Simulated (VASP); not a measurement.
Crystal: AlCd.

```xyz
2
Lattice="1.8947 1.0939 3.1444 -1.8947 1.0939 3.1444 0.0000 -2.1878 3.1444" Properties=species:S:1:pos:R:3 pbc="T T T"
Al    0.0000    0.0000    4.7166
Cd    0.0000    0.0000    0.0000
```

The cell was built by a generator and needn't be a form met in nature.

```yaml
Program: VASP 6.6.1
Task: relaxation of cell and atoms
Functional: PBE
Potentials_or_basis: VASP PAW PBE potentials, release 64 (Al, Cd)
Cutoff: 600 eV
k_mesh: 9 × 9 × 9
Occupations: methfessel-paxton, width 0.2 eV
Spin: no spin polarisation
```

At the start: pressure 11.0 GPa; volume 19.55 Å³/atom.

Task: Where does the relaxation end?

Result: Over 5 steps the energy falls by 107.1 meV/atom and the volume is 23.28 Å³/atom (+19.1 %); space group R-3m (No. 166, to 0.05 Å).

Step by step:
| step | energy change (eV) | largest force (eV/Å) | pressure (GPa) | volume (Å³) |
| --- | --- | --- | --- | --- |
| 1 | 0.0000 | 0.0000 | 11.01 | 39.10 |
| 2 | -0.2130 | 0.0000 | -0.56 | 47.21 |
| 3 | -0.2142 | 0.0000 | 0.08 | 46.48 |
| 4 | -0.2142 | 0.0000 | -0.08 | 46.63 |
| 5 | -0.2142 | 0.0000 | -0.03 | 46.56 |

Final structure:
```
Al Cd
1.0
     2.00855    1.15964    3.33144
    -2.00855    1.15964    3.33144
     0.00000   -2.31927    3.33144
Al Cd
1 1
Direct
  0.50000 0.50000 0.50000
  0.00000 0.00000 0.00000
```

Caveat: the volume moved by over 15 % at a fixed basis, so the end points are rough.
